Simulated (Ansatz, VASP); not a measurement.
## Hf16In14O53 (amorphous 30In2O3-70HfO2 (mol %)) in two plane-wave programs

Aim: how closely do two programs agree when they are given the same cell, functional and k mesh? The structure shown is the start of the Ansatz relaxation below; VASP solves that cell, so the two are compared at the walk's first step.

Main program and level: Ansatz 0.2.0; plane waves, with VASP 6.6.1 beside it; single point at revPBE.

## Step 1: Starting point

The cell holds 83 atoms: 14 In, 16 Hf and 53 O. Its edges and angles: a = 10.102 Å, b = 9.954 Å, c = 10.474 Å, α = 90.2°, β = 91.1°, γ = 89.7°. As first built, before any earlier steps moved the atoms (in the runner's words): 83 atoms (14 Sc, 16 Zr, 53 O) placed at random at 4.52 g/cm^3, melted at 5000 K for 10 ps at fixed volume with the Morse and Coulomb pair potential with partial charges (Pedone, Malavasi, Menziani, Cormack and Segre, J. Phys. Chem. B 110, 11780 (2006)). Quenched from 5000 K to 300 K at 200 K/ps and fixed volume, held 10 ps at zero pressure, then minimised at fixed cell. Then Sc was replaced by In, Zr was replaced by Hf and the cell scaled by 1.022 (the potential has no terms for the new elements, so the cell is a start for a DFT relaxation).

## Step 2: Ansatz: relaxation, revPBE

Ansatz runs on its PAW soft_1 files.

The two programs are compared at the cell with which this relaxation starts, whose forces are those of its first step.

Input file input.yaml:

```yaml
crystal:
  lattice:
    - [10.10129, 0.02263, -0.10205]
    - [0.02263, 9.95348, -0.02071]
    - [-0.10205, -0.02071, 10.47362]
  atoms:
    - { symbol: In, position: [0.29355, 0.68009, 0.81256] }
    - { symbol: In, position: [0.41792, 0.30386, 0.72177] }
    - { symbol: In, position: [0.30403, 0.65934, 0.2491] }
    - { symbol: In, position: [0.7716, 0.72068, 0.84121] }
    - { symbol: In, position: [0.03772, 0.87946, 0.34711] }
    - { symbol: In, position: [0.95246, 0.20995, 0.89171] }
    - { symbol: In, position: [0.05895, 0.19219, 0.18923] }
    - { symbol: In, position: [0.11426, 0.45432, 0.3836] }
    - { symbol: In, position: [0.24654, 0.05916, 0.89323] }
    - { symbol: In, position: [0.98624, 0.91138, 0.03773] }
    - { symbol: In, position: [0.26654, 0.40415, 0.97759] }
    - { symbol: In, position: [0.51111, 0.55372, 0.52533] }
    - { symbol: In, position: [0.56685, 0.10799, 0.45887] }
    - { symbol: In, position: [0.65312, 0.74236, 0.3249] }
    - { symbol: Hf, position: [0.63925, 0.9843, 0.71283] }
    - { symbol: Hf, position: [0.75103, 0.40041, 0.76662] }
    - { symbol: Hf, position: [0.05577, 0.50916, 0.75251] }
    - { symbol: Hf, position: [0.57575, 0.18392, 0.98942] }
    - { symbol: Hf, position: [0.33014, 0.03785, 0.21894] }
    - { symbol: Hf, position: [0.4875, 0.84385, 0.01256] }
    - { symbol: Hf, position: [0.21663, 0.12585, 0.55237] }
    - { symbol: Hf, position: [0.34527, 0.83012, 0.51561] }
    - { symbol: Hf, position: [0.8672, 0.61236, 0.51454] }
    - { symbol: Hf, position: [0.57656, 0.52587, 0.04181] }
    - { symbol: Hf, position: [0.97076, 0.54659, 0.07394] }
    - { symbol: Hf, position: [0.01795, 0.88875, 0.67816] }
    - { symbol: Hf, position: [0.42587, 0.34727, 0.27493] }
    - { symbol: Hf, position: [0.77626, 0.03892, 0.22686] }
    - { symbol: Hf, position: [0.89903, 0.20733, 0.50494] }
    - { symbol: Hf, position: [0.76252, 0.40899, 0.28376] }
    - { symbol: O, position: [0.88645, 0.86893, 0.20894] }
    - { symbol: O, position: [0.64776, 0.01899, 0.07741] }
    - { symbol: O, position: [0.25145, 0.45504, 0.76597] }
    - { symbol: O, position: [0.59926, 0.70751, 0.12803] }
    - { symbol: O, position: [0.40071, 0.22588, 0.532] }
    - { symbol: O, position: [0.75678, 0.20922, 0.33588] }
    - { symbol: O, position: [0.94083, 0.43065, 0.90801] }
    - { symbol: O, position: [0.9143, 0.72156, 0.98895] }
    - { symbol: O, position: [0.6684, 0.94513, 0.35078] }
    - { symbol: O, position: [0.67232, 0.54199, 0.87894] }
    - { symbol: O, position: [0.45882, 0.71352, 0.38644] }
    - { symbol: O, position: [0.5811, 0.44305, 0.36211] }
    - { symbol: O, position: [0.04192, 0.99866, 0.86332] }
    - { symbol: O, position: [0.10574, 0.59261, 0.21729] }
    - { symbol: O, position: [0.14382, 0.23248, 0.98351] }
    - { symbol: O, position: [0.90322, 0.1136, 0.07235] }
    - { symbol: O, position: [0.08966, 0.71064, 0.75372] }
    - { symbol: O, position: [0.58994, 0.33101, 0.13364] }
    - { symbol: O, position: [0.7369, 0.24945, 0.89112] }
    - { symbol: O, position: [0.58574, 0.40739, 0.65906] }
    - { symbol: O, position: [0.21615, 0.92341, 0.62881] }
    - { symbol: O, position: [0.38594, 0.48934, 0.13752] }
    - { symbol: O, position: [0.5342, 0.11618, 0.80539] }
    - { symbol: O, position: [0.14004, 0.56375, 0.9609] }
    - { symbol: O, position: [0.32278, 0.8684, 0.89731] }
    - { symbol: O, position: [0.29348, 0.01233, 0.40775] }
    - { symbol: O, position: [0.85402, 0.57396, 0.71142] }
    - { symbol: O, position: [0.3815, 0.67782, 0.6336] }
    - { symbol: O, position: [0.25699, 0.23962, 0.22609] }
    - { symbol: O, position: [0.37609, 0.84808, 0.17364] }
    - { symbol: O, position: [0.82588, 0.89123, 0.73517] }
    - { symbol: O, position: [0.81724, 0.60936, 0.32849] }
    - { symbol: O, position: [0.01687, 0.06988, 0.5977] }
    - { symbol: O, position: [0.95199, 0.79853, 0.5147] }
    - { symbol: O, position: [0.77396, 0.50037, 0.11027] }
    - { symbol: O, position: [0.45668, 0.34693, 0.92156] }
    - { symbol: O, position: [0.09904, 0.2653, 0.47003] }
    - { symbol: O, position: [0.44176, 0.65417, 0.9509] }
    - { symbol: O, position: [0.40317, 0.07374, 0.03419] }
    - { symbol: O, position: [0.72881, 0.1207, 0.58978] }
    - { symbol: O, position: [0.20042, 0.76749, 0.3929] }
    - { symbol: O, position: [0.25425, 0.17576, 0.73461] }
    - { symbol: O, position: [0.31883, 0.47564, 0.38509] }
    - { symbol: O, position: [0.95987, 0.0782, 0.34596] }
    - { symbol: O, position: [0.05448, 0.53343, 0.55892] }
    - { symbol: O, position: [0.9702, 0.37792, 0.22606] }
    - { symbol: O, position: [0.92307, 0.30503, 0.70055] }
    - { symbol: O, position: [0.68032, 0.67276, 0.53354] }
    - { symbol: O, position: [0.50913, 0.94106, 0.57821] }
    - { symbol: O, position: [0.61172, 0.85168, 0.85762] }
    - { symbol: O, position: [0.8445, 0.40375, 0.47045] }
    - { symbol: O, position: [0.14028, 0.98727, 0.16153] }
    - { symbol: O, position: [0.48626, 0.15015, 0.28405] }
kpoints:
  mp_grid: { grid: [1, 1, 1] }
hamiltonian:
  xc: revpbe
  pseudopotentials: { kind: paw, azcp: { folder: soft_1 } }
scf:
  occupations: { method: gaussian, width: 0.025 }
output:
  forces: true
  eigenvalues: true
  stress: true
relax:
  f_tol: 0.05
  max_steps: 70
```

Command:

```
> ansatz run input.yaml --threads 4 --pin off --max-ram 8192MiB --backend cpu --events-out ev --progress --plain --runs-dir out
```

Numbers of over 12 decimals in the logs are rounded to 6 here.

Log:

```text
Warning: output.stress: scf.convergence.dr2_threshold = 1e-7 eV (the SCF's general default) is looser than the 8.3e-9 eV advised for a printed stress (1e-10 eV for each atom of the cell: 83). What an SCF threshold leaves in a stress goes as its square root, and in the free energy as the threshold itself, and one threshold admits the most on a small cell: [figures from the program's tests cut] Every solve of this run  [...]
Engine: ansatz 0.2.0, aarch64-unknown-linux-gnu
Pseudopotentials: kind: paw
Pseudopotential: In, paw, valence charge 13, recommended cutoff 420 eV (normal), soft_1/In.paw.azcp
Pseudopotential: Hf, paw, valence charge 26, recommended cutoff 420 eV (normal), soft_1/Hf.paw.azcp
Pseudopotential: O, paw, valence charge 6, recommended cutoff 420 eV (normal), soft_1/O.paw.azcp
Functional definition: revPBE
  parameter kappa = 1.245
  parameter beta = 0.066725
  exchange = pbe_x(kappa = kappa, mu = beta*pi^2/3)
  correlation = pbe_c(beta = beta)
Crystal: 83 atoms, lattice volume = 1052.936 Å³
Basis set: ecut = 420 eV, 20607 PW (Γ), exchange–correlation on 144×144×144 points (8 copies of the dense FFT grid, shifted against one another)
Bands: 550, of which v1, the nominal top of the filled ones, is band 458 counted from 1 (457 counted from 0)
Symmetry: 1 space group operations
Space group: P1 (ITA 1), of the structure as read, at distance tolerance 1.0e-4 Å
k-points: 1
Non-local potential: In, projectors of the file, l = 0: 2, l = 1: 2, l = 2: 2, l = 3: 1
Non-local potential: Hf, projectors of the file, l = 0: 3, l = 1: 2, l = 2: 2, l = 3: 3
Non-local potential: O, projectors of the file, l = 0: 2, l = 1: 2, l = 2: 1
PAW form: soft (Blöchl's): semilocal exchange-correlation on the pseudo side does not see the compensation charge
PAW frozen core: In, regenerated for the run's functional, and the local potential with it (the file was generated under x = pbe(κ = 0.804, μ = 0.219515), c = pbe(β = 0.066725))
PAW frozen core: Hf, regenerated for the run's functional, and the local potential with it (the file was generated under x = pbe(κ = 0.804, μ = 0.219515), c = pbe(β = 0.066725))
PAW frozen core: O, regenerated for the run's functional, and the local potential with it (the file was generated under x = pbe(κ = 0.804, μ = 0.219515), c = pbe(β = 0.066725))
PAW one-centre angular grid: In, 590 points (default); XC on 64 Gauss nodes
PAW one-centre angular grid: Hf, 590 points (default); XC on 64 Gauss nodes
PAW one-centre angular grid: O, 110 points (default); XC on 64 Gauss nodes
Initial density: superposition of atomic densities (chi_scale 0.1, normalization cell, long waves kept (reshape's long-wave potential 0.44 eV rms))
Initial wavefunctions: pseudopotential atomic-orbital guess
Functional: x = revpbe(κ = 1.245, μ = 0.219515), c = pbe(β = 0.066725)
SCF iter   1: F=—  HF=-360403.077461 eV  |F-HF|=—  |Δ(HF+E_count)|=         —  Δρ=9.21e-2  dr2=1.39e2  ethr=3.10e-3  ⟨swp⟩=6.0  Hψ=1799  notcnv=0  defer=58
preconditioner: auto → Resta (q_TF=auto, 2.666 Å⁻¹)  ε∞=4.6  [insulator: Δε(μ)=1.993 eV  Ē_g=17.828 eV  σ=0.025 eV  W_gap=1.00  n_scr=338 (ndim 8)  ℏωp=34.0 eV  f_vac=0.024  D(μ)=0.00/eV (n_scr^D=0)  ε∞_Penn≈4.6]
SCF iter   2: F=—  HF=-360373.232382 eV  |F-HF|=—  |Δ(HF+E_count)|=    2.98e1  Δρ=4.42e-2  dr2=2.68e1  ethr=3.10e-3  ⟨swp⟩=3.0  Hψ=1108  notcnv=0  defer=83
SCF iter   3: F=—  HF=-360366.571881 eV  |F-HF|=—  |Δ(HF+E_count)|=    6.66e0  Δρ=2.68e-2  dr2=7.15e0  ethr=2.93e-3  ⟨swp⟩=2.0  Hψ=987  notcnv=0  defer=86
SCF iter   4: F=—  HF=-360364.685172 eV  |F-HF|=—  |Δ(HF+E_count)|=    1.89e0  Δρ=9.06e-3  dr2=6.72e-1  ethr=7.80e-4  ⟨swp⟩=5.0  Hψ=935  notcnv=0  defer=86
SCF iter   5: F=—  HF=-360365.189768 eV  |F-HF|=—  |Δ(HF+E_count)|=   5.05e-1  Δρ=5.74e-3  dr2=3.31e-1  ethr=7.34e-5  ⟨swp⟩=3.0  Hψ=1096  notcnv=0  defer=88
SCF iter   6: F=—  HF=-360365.125928 eV  |F-HF|=—  |Δ(HF+E_count)|=   6.38e-2  Δρ=1.47e-3  dr2=3.09e-2  ethr=3.61e-5  ⟨swp⟩=3.0  Hψ=926  notcnv=0  defer=88
[...]
--- Relaxed structure (8 steps of the walk, 8 accepted, 0 SCFs on fresh bases) ---
  F+E_penalty+E_count = -360366.00423774 eV   max|allowed force component| = 1.991e-2 eV/Å
  atoms:
    - { symbol: In, position: [0.289137, 0.679255, 0.816873] }
    - { symbol: In, position: [0.414525, 0.313447, 0.719095] }
    - { symbol: In, position: [0.309519, 0.660578, 0.253268] }
    - { symbol: In, position: [0.761534, 0.716441, 0.831237] }
    - { symbol: In, position: [0.040419, 0.871627, 0.340774] }
    - { symbol: In, position: [0.957384, 0.201624, 0.886264] }
    - { symbol: In, position: [0.057127, 0.191255, 0.186718] }
    - { symbol: In, position: [0.113054, 0.464658, 0.380348] }
    - { symbol: In, position: [0.258503, 0.059294, 0.877039] }
    - { symbol: In, position: [0.985547, 0.906049, 0.031459] }
    - { symbol: In, position: [0.267470, 0.401819, 0.986634] }
    - { symbol: In, position: [0.510518, 0.557584, 0.527586] }
    - { symbol: In, position: [0.572286, 0.110816, 0.459755] }
    - { symbol: In, position: [0.660098, 0.742228, 0.323895] }
    - { symbol: Hf, position: [0.641864, 1.001494, 0.723657] }
    - { symbol: Hf, position: [0.752542, 0.388388, 0.758739] }
    - { symbol: Hf, position: [0.055114, 0.500072, 0.754061] }
    - { symbol: Hf, position: [0.573428, 0.181219, 0.992538] }
    - { symbol: Hf, position: [0.327583, 0.036829, 0.218022] }
    - { symbol: Hf, position: [0.490518, 0.843789, 0.015930] }
    - { symbol: Hf, position: [0.214591, 0.132560, 0.546604] }
    - { symbol: Hf, position: [0.350228, 0.833842, 0.523123] }
    - { symbol: Hf, position: [0.868935, 0.614596, 0.515488] }
    - { symbol: Hf, position: [0.573669, 0.519690, 0.040500] }
    - { symbol: Hf, position: [0.967075, 0.548147, 0.073863] }
    - { symbol: Hf, position: [0.019387, 0.888604, 0.679208] }
    - { symbol: Hf, position: [0.424713, 0.342436, 0.291548] }
    - { symbol: Hf, position: [0.775697, 0.035199, 0.224675] }
    - { symbol: Hf, position: [0.900260, 0.208204, 0.499832] }
    - { symbol: Hf, position: [0.762034, 0.408360, 0.280957] }
    - { symbol: O, position: [0.881895, 0.860672, 0.205486] }
    - { symbol: O, position: [0.644865, 0.00522185, 0.073508] }
    - { symbol: O, position: [0.257193, 0.458108, 0.767099] }
    - { symbol: O, position: [0.601893, 0.706926, 0.128589] }
    - { symbol: O, position: [0.400929, 0.240687, 0.513592] }
    - { symbol: O, position: [0.754867, 0.208079, 0.337835] }
    - { symbol: O, position: [0.934364, 0.420186, 0.911790] }
    - { symbol: O, position: [0.907018, 0.719512, 0.980833] }
    - { symbol: O, position: [0.674862, 0.945410, 0.360182] }
    - { symbol: O, position: [0.667634, 0.530118, 0.872064] }
    - { symbol: O, position: [0.464427, 0.721087, 0.389829] }
    - { symbol: O, position: [0.583295, 0.454039, 0.359409] }
    - { symbol: O, position: [0.046566, 1.000413, 0.860797] }
    - { symbol: O, position: [0.105510, 0.604683, 0.216166] }
    - { symbol: O, position: [0.148403, 0.227520, 0.985246] }
    - { symbol: O, position: [0.897786, 0.113379, 0.069287] }
    - { symbol: O, position: [0.085742, 0.709626, 0.754249] }
    - { symbol: O, position: [0.598387, 0.323736, 0.137184] }
    - { symbol: O, position: [0.733306, 0.216195, 0.868773] }
    - { symbol: O, position: [0.586419, 0.402161, 0.650037] }
    - { symbol: O, position: [0.223898, 0.931296, 0.642473] }
    - { symbol: O, position: [0.385324, 0.483580, 0.146455] }
    - { symbol: O, position: [0.503448, 0.117501, 0.807527] }
    - { symbol: O, position: [0.136393, 0.560960, 0.958741] }
[...]
- { symbol: O, position: [0.971362, 0.381128, 0.224511] }
    - { symbol: O, position: [0.937804, 0.308027, 0.697811] }
    - { symbol: O, position: [0.682549, 0.678133, 0.540553] }
    - { symbol: O, position: [0.514828, 0.950228, 0.584468] }
    - { symbol: O, position: [0.602606, 0.850298, 0.850695] }
    - { symbol: O, position: [0.839725, 0.405393, 0.474272] }
    - { symbol: O, position: [0.136340, 0.978498, 0.162177] }
    - { symbol: O, position: [0.490733, 0.143639, 0.280216] }
```

## Step 3: VASP: single point, revPBE, start cell, pair 1

The same cell, functional, mesh and smearing now go to VASP, with its own data sets.

Lines of VASP's logs that name or quote its potential files are left out, and so is its time.

Input file INCAR:

```
SYSTEM = Hf16In14O53
PREC = Accurate
ENCUT = 520
EDIFF = 1E-06
NELM = 120
ISMEAR = 0
SIGMA = 0.025
LREAL = Auto
ALGO = Normal
GGA = RE
NBANDS = 392
LASPH = .TRUE.
LORBIT = 11
LWAVE = .FALSE.
LCHARG = .FALSE.
ISIF = 2
GGA_COMPAT = .FALSE.
EFERMI = MIDGAP
NCORE = 2
```

Input file POSCAR:

```
Hf16In14O53
1.0
   10.1012900000      0.0226300000     -0.1020500000
    0.0226300000      9.9534800000     -0.0207100000
   -0.1020500000     -0.0207100000     10.4736200000
In Hf O
14 16 53
Direct
    0.2935497573      0.6800922974      0.8125596942
    0.4179248585      0.3038625900      0.7217697631
    0.3040304679      0.6593350925      0.2491002289
    0.7715980895      0.7206786070      0.8412055086
    0.0377199293      0.8794647677      0.3471066388
    0.9524573618      0.2099480014      0.8917113946
    0.0589490392      0.1921925681      0.1892274168
    0.1142591709      0.4543193585      0.3835988992
    0.2465443246      0.0591571552      0.8932331890
    0.9862428888      0.9113759826      0.0377253217
    0.2665418738      0.4041515104      0.9775866010
    0.5111109073      0.5537172108      0.5253318673
    0.5668467508      0.1079899054      0.4588655290
    0.6531202376      0.7423583168      0.3249043942
    0.6392519887      0.9842986027      0.7128309495
    0.7510300910      0.4004108096      0.7666246368
    0.0557722481      0.5091608584      0.7525131024
    0.5757490107      0.1839217640      0.9894157136
    0.3301445697      0.0378523931      0.2189381681
    0.4875006295      0.8438483759      0.0125577918
    0.2166279148      0.1258491796      0.5523699748
    0.3452660649      0.8301182056      0.5156121904
    0.8672012087      0.6123618400      0.5145384210
    0.5765567140      0.5258681847      0.0418125102
    0.9707647187      0.5465890147      0.0739368430
    0.0179476399      0.8887483204      0.6781645252
    0.4258662253      0.3472711580      0.2749337511
    0.7762642195      0.0389242123      0.2268579425
    0.8990274754      0.2073257087      0.5049390248
    0.7625166752      0.4089947334      0.2837591117
    0.8864470239      0.8689289424      0.2089399307
    0.6477559018      0.0189928057      0.0774132373
    0.2514500272      0.4550441590      0.7659705469
    0.5992555604      0.7075103669      0.1280270403
    0.4007091248      0.2258757421      0.5320004213
    0.7567787699      0.2092162879      0.3358783441
    0.9408319629      0.4306547879      0.9080080013
    0.9142983878      0.7215557277      0.9889462831
    0.6684006949      0.9451306317      0.3507845374
    0.6723230517      0.5419901463      0.8789353808
    0.4588214933      0.7135213002      0.3864375220
    0.5810967650      0.4430459524      0.3621075050
    0.0419156270      0.9986588364      0.8633175267
    0.1057353320      0.5926075289      0.2172852550
    0.1438238019      0.2324828827      0.9835082750
    0.9032224660      0.1136043239      0.0723461991
    0.0896553959      0.7106439777      0.7537190360
    0.5899391878      0.3310115949      0.1336365597
    0.7368953783      0.2494483518      0.8911213361
    0.5857407739      0.4073945751      0.6590569438
    0.2161479351      0.9234088136      0.6288066297
    0.3859368529      0.4893378258      0.1375187416
    0.5341952001      0.1161795406      0.8053873158
    0.1400417115      0.5637456473      0.9608966555
    0.3227824408      0.8683976663      0.8973138670
    0.2934805139      0.0123276494      0.4077487050
    0.8540207882      0.5739607666      0.7114196953
    0.3814977700      0.6778220813      0.6335984638
    0.2569919217      0.2396213799      0.2260907484
    0.3760933378      0.8480837960      0.1736404548
    0.8258802622      0.8912295794      0.7351745094
    0.8172355282      0.6093556289      0.3284937434
    0.0168704848      0.0698847600      0.5976986893
    0.9519927298      0.7985263318      0.5147015395
    0.7739635004      0.5003746365      0.1102718768
    0.4566836901      0.3469289932      0.9215619308
    0.0990430538      0.2653034868      0.4700286796
    0.4417589303      0.6541728183      0.9508965781
    0.4031683181      0.0737414785      0.0341878465
    0.7288134436      0.1207036516      0.5897841610
    0.2004225965      0.7674904980      0.3928964249
    0.2542535692      0.1757636462      0.7346062433
    0.3188340046      0.4756386714      0.3850901109
    0.9598710459      0.0781980765      0.3459619809
    0.0544847521      0.5334257191      0.5589192099
    0.9702044770      0.3779206785      0.2260570943
    0.9230690823      0.3050309420      0.7005520909
    0.6803213216      0.6727550436      0.5335365946
    0.5091339839      0.9410631273      0.5782094959
    0.6117185334      0.8516838409      0.8576179247
    0.8445033067      0.4037514484      0.4704527427
    0.1402832524      0.9872698387      0.1615260306
    0.4862635862      0.1501463340      0.2840500925
```

Input file KPOINTS:

```
Automatic mesh
0
Gamma
1 1 1
0 0 0
```

Potentials, in the order of the species: In_d, Hf_pv and O (PBE family, release 64).

Command:

```
> mpirun -np 8 vasp_gam
```

Log:

```text
[banner, memory and clock lines left out]
running    8 mpi-ranks, on    1 nodes
[...]
|                                                                             |
|               ----> ADVICE to this user running VASP <----                  |
|                                                                             |
|     You enforced a specific xc type in the INCAR file but a different       |
|     [... a line on the potential file left out ...]
|     I HOPE YOU KNOW WHAT YOU ARE DOING!                                     |
|                                                                             |

 LDA part: xc-table for (Slater+PW92), standard interpolation
 POSCAR, INCAR and KPOINTS ok, starting setup
[...]
entering main loop
       N       E                     dE             d eps       ncg     rms          rms(c)
DAV:   1     0.142629561424E+05    0.14263E+05   -0.31524E+05   784   0.230E+03
DAV:   2     0.239531367445E+04   -0.11868E+05   -0.11393E+05   864   0.723E+02
DAV:   3    -0.326801857477E+03   -0.27221E+04   -0.25279E+04   800   0.302E+02
DAV:   4    -0.748809128991E+03   -0.42201E+03   -0.41326E+03  1064   0.117E+02
[...]
DAV:  17    -0.638001530723E+03   -0.20543E-04   -0.66116E-05   960   0.187E-02    0.222E-02
DAV:  18    -0.638001532888E+03   -0.21645E-05   -0.93689E-06   920   0.901E-03    0.102E-02
DAV:  19    -0.638001533060E+03   -0.17256E-06   -0.53946E-06   800   0.595E-03
   1 F= -.63800153E+03 E0= -.63800153E+03  d E =0.000000E+00
```

From OUTCAR (step 3):

```text
  FREE ENERGIE OF THE ION-ELECTRON SYSTEM (eV)
  ---------------------------------------------------
  free  energy   TOTEN  =      -638.0015330604 eV

  energy  without entropy=     -638.0015330604  energy(sigma->0) =     -638.00153306
```

The run ends at a pressure of 10.70 GPa, with forces up to 0.66 eV/Å.

(Part 1 of 2 ends here.)

[Lines on the potential files, build, host, timing and source positions are cut from VASP's logs without a mark.]

[Logs are printed without paths, hosts, clocks, repeated set-up lines and the standing remarks that a program may print on its own settings, such as how far it seeks lower states.]

[Hosts, paths, dates, database ids (printed as entryN), source tags and the programs' standing remarks are cut or masked in the printed files.]
